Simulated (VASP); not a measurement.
Output of a VASP run:

### OSZICAR
```
       N       E                     dE             d eps       ncg     rms          rms(c)
DAV:   1    -0.122895673436E+01   -0.12290E+01   -0.14927E+03   576   0.612E+02
DAV:   2    -0.620788665815E+01   -0.49789E+01   -0.49789E+01   780   0.693E+01
DAV:   3    -0.632957746826E+01   -0.12169E+00   -0.12169E+00   684   0.931E+00
DAV:   4    -0.633153960287E+01   -0.19621E-02   -0.19621E-02   774   0.106E+00
DAV:   5    -0.633155688589E+01   -0.17283E-04   -0.17283E-04   654   0.651E-02    0.266E+00
DAV:   6    -0.616456229489E+01    0.16699E+00   -0.15128E-01   678   0.170E+00    0.132E+00
DAV:   7    -0.611022011478E+01    0.54342E-01   -0.18280E-01   708   0.210E+00    0.203E-01
DAV:   8    -0.611155344314E+01   -0.13333E-02   -0.56192E-03   642   0.677E-01    0.352E-02
DAV:   9    -0.611152643204E+01    0.27011E-04   -0.19353E-04   822   0.732E-02    0.128E-02
DAV:  10    -0.611152661275E+01   -0.18071E-06   -0.57022E-06   618   0.237E-02
   1 F= -.61115266E+01 E0= -.61115266E+01  d E =-.611153E+01
       N       E                     dE             d eps       ncg     rms          rms(c)
DAV:   1    -0.611716738921E+01   -0.56410E-02   -0.32778E-02   744   0.174E+00    0.368E-01
DAV:   2    -0.611658516299E+01    0.58223E-03   -0.15427E-03   702   0.379E-01    0.224E-01
DAV:   3    -0.611624180677E+01    0.34336E-03   -0.69164E-04   948   0.177E-01    0.238E-02
DAV:   4    -0.611623360885E+01    0.81979E-05   -0.18912E-05   660   0.515E-02    0.534E-03
DAV:   5    -0.611623702740E+01   -0.34186E-05   -0.51836E-06   780   0.187E-02    0.107E-03
DAV:   6    -0.611623713485E+01   -0.10745E-06   -0.13662E-07   288   0.428E-03
   2 F= -.61162371E+01 E0= -.61162371E+01  d E =-.471052E-02
       N       E                     dE             d eps       ncg     rms          rms(c)
DAV:   1    -0.612820861026E+01   -0.11972E-01   -0.22762E-01   720   0.473E+00    0.957E-01
DAV:   2    -0.612445160607E+01    0.37570E-02   -0.11703E-02   672   0.106E+00    0.586E-01
DAV:   3    -0.612213956162E+01    0.23120E-02   -0.48141E-03   954   0.479E-01    0.690E-02
DAV:   4    -0.612209589135E+01    0.43670E-04   -0.12575E-04   624   0.139E-01    0.171E-02
DAV:   5    -0.612210356957E+01   -0.76782E-05   -0.43638E-05   828   0.540E-02    0.472E-03
DAV:   6    -0.612210262465E+01    0.94492E-06   -0.11843E-06   414   0.127E-02
   3 F= -.61221026E+01 E0= -.61221026E+01  d E =-.105760E-01
       N       E                     dE             d eps       ncg     rms          rms(c)
DAV:   1    -0.612227217040E+01   -0.16860E-03   -0.35178E-03   756   0.571E-01    0.119E-01
DAV:   2    -0.612220530339E+01    0.66867E-04   -0.10220E-04   714   0.106E-01    0.710E-02
DAV:   3    -0.612217158264E+01    0.33721E-04   -0.68588E-05   912   0.558E-02    0.575E-03
DAV:   4    -0.612216993922E+01    0.16434E-05   -0.14285E-06   474   0.158E-02    0.801E-04
DAV:   5    -0.612217126695E+01   -0.13277E-05   -0.36279E-07   282   0.602E-03    0.642E-04
DAV:   6    -0.612217095967E+01    0.30729E-06   -0.10713E-07   282   0.399E-03
   4 F= -.61221710E+01 E0= -.61221710E+01  d E =-.106443E-01
```

**OUTCAR**
```
------------------------ aborting loop because EDIFF is reached ----------------------------------------
  FORCE on cell =-STRESS in cart. coord.  units (eV):
  Direction    XX          YY          ZZ          XY          YZ          ZX
  --------------------------------------------------------------------------------------
  Total        0.0011352      0.0011352      0.0011352      0.0000000      0.0000000     -0.0000000
  in kB        0.1157563      0.1157563      0.1157563      0.0000000      0.0000000     -0.0000000
  external PRESSURE =       0.1157563 kB  Pullay stress =       0.0000000 kB
  volume of cell :       15.71
      direct lattice vectors                 reciprocal lattice vectors
    -0.000000000  1.987921180  1.987921180    -0.251519027  0.251519027  0.251519027
     1.987921180  0.000000000  1.987921180     0.251519027 -0.251519027  0.251519027
     1.987921180  1.987921180 -0.000000000     0.251519027  0.251519027 -0.251519027
  FREE ENERGIE OF THE ION-ELECTRON SYSTEM (eV)
  ---------------------------------------------------
  free  energy   TOTEN  =        -6.1221709597 eV

  energy  without entropy=       -6.1221709597  energy(sigma->0) =       -6.12217096

 reached required accuracy - stopping structural energy minimisation
```
(Selected blocks of OUTCAR.)

File POSCAR:
```
LiH
1
    0.0000000000     2.0400000000     2.0400000000
    2.0400000000     0.0000000000     2.0400000000
    2.0400000000     2.0400000000     0.0000000000
Li H
1 1
Direct
  0.0000000000   0.0000000000   0.0000000000
  0.5000000000   0.5000000000   0.5000000000
```

Reconstruct the remaining input files.

This is not unique; one that fits is the input of the run itself, PBEsol GGA, plane waves, VASP's PBE PAW potentials (set 64).

File KPOINTS:
```
Automatic mesh
0
Gamma
10 10 10
0 0 0
```

INCAR:
```
SYSTEM = LiH
PREC = Accurate
ENCUT = 530
EDIFF = 1E-6
NELM = 100
ALGO = Normal
LREAL = .FALSE.
LASPH = .TRUE.
ISMEAR = 0
SIGMA = 0.05
GGA = PS
LWAVE = .FALSE.
LCHARG = .FALSE.
IBRION = 2
ISIF = 3
NSW = 60
EDIFFG = -0.01
```

POTCAR, in this order: Li_sv H (PBE.64 set). Program: vasp_std.

Energy and stress use the plane-wave basis of the starting cell.

The compound is LiH in the rock salt structure. This run relaxes it. Symmetry was kept, so distortions that lower it aren't found.
